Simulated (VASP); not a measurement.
InSe:

```
CELL_PARAMETERS angstrom
4.05000 0.00000 0.00000
-2.02500 3.50740 0.00000
0.00000 0.00000 16.93000
ATOMIC_POSITIONS crystal
In 0.33333 0.66667 0.15700
In 0.66667 0.33333 0.65700
In 0.33333 0.66667 0.34300
In 0.66667 0.33333 0.84300
Se 0.33333 0.66667 0.60200
Se 0.66667 0.33333 0.10200
Se 0.33333 0.66667 0.89800
Se 0.66667 0.33333 0.39800
```

| Property | Result |
| --- | --- |
| Program | VASP 6.6.1 |
| Task | relaxation of cell and atoms |
| Functional | PBE |
| Potentials or basis | VASP PAW PBE potentials, release 64 (In_d, Se) |
| Cutoff | 400 eV |
| k mesh | 8 × 8 × 2 |
| Occupations | gaussian, width 0.02 eV |
| Spin | no spin polarisation |

At the start: pressure 7.6 GPa; volume 30.06 Å³/atom.

Q: How do energy, volume and symmetry change on relaxing?

A: Over 45 steps the energy falls by 240.9 meV/atom and the volume is 32.55 Å³/atom (+8.3 %); space group P6_3/mmc (No. 194, to 0.05 Å).

The path:
```csv
step,energy change (eV),largest force (eV/Å),pressure (GPa),volume (Å³)
1,0.0000,2.8931,7.62,240.49
3,-1.5537,0.8074,-1.54,272.67
5,-1.8151,0.1415,-0.14,255.23
7,-1.8965,0.1665,0.89,247.35
9,-1.9051,0.1772,-0.42,253.39
11,-1.9117,0.0606,0.03,251.66
13,-1.9155,0.0860,-0.13,254.88
15,-1.9167,0.0725,-0.09,255.18
17,-1.9201,0.0248,0.06,256.54
19,-1.9206,0.0631,0.12,257.37
21,-1.9249,0.0610,-0.09,259.62
23,-1.9261,0.0519,-0.09,259.81
25,-1.9269,0.0106,0.00,259.36
27,-1.9269,0.0070,0.01,259.34
29,-1.9269,0.0016,0.02,259.36
31,-1.9270,0.0029,0.00,259.59
33,-1.9270,0.0061,-0.02,259.78
35,-1.9270,0.0201,0.02,259.77
37,-1.9270,0.0117,0.01,259.78
39,-1.9271,0.0051,0.04,259.83
41,-1.9271,0.0123,0.01,260.06
43,-1.9271,0.0056,0.00,260.31
45,-1.9272,0.0047,0.00,260.41
```

Final structure:
```cif
data_structure
_symmetry_space_group_name_H-M 'P 1'
_symmetry_Int_Tables_number 1
_cell_length_a 4.0876
_cell_length_b 4.0876
_cell_length_c 17.9964
_cell_angle_alpha 90.000
_cell_angle_beta 90.000
_cell_angle_gamma 120.000
_cell_volume 260.41
loop_
_atom_site_label
_atom_site_type_symbol
_atom_site_fract_x
_atom_site_fract_y
_atom_site_fract_z
_atom_site_occupancy
In1 In 0.33333 0.66667 0.17152 1
In2 In 0.66667 0.33333 0.67152 1
In3 In 0.33333 0.66667 0.32848 1
In4 In 0.66667 0.33333 0.82848 1
Se1 Se 0.33333 0.66667 0.60078 1
Se2 Se 0.66667 0.33333 0.10078 1
Se3 Se 0.33333 0.66667 0.89922 1
Se4 Se 0.66667 0.33333 0.39922 1
```

Caveat: this functional lacks dispersion, which binds the layers, so the pressure and a relaxed spacing across them are unreliable.
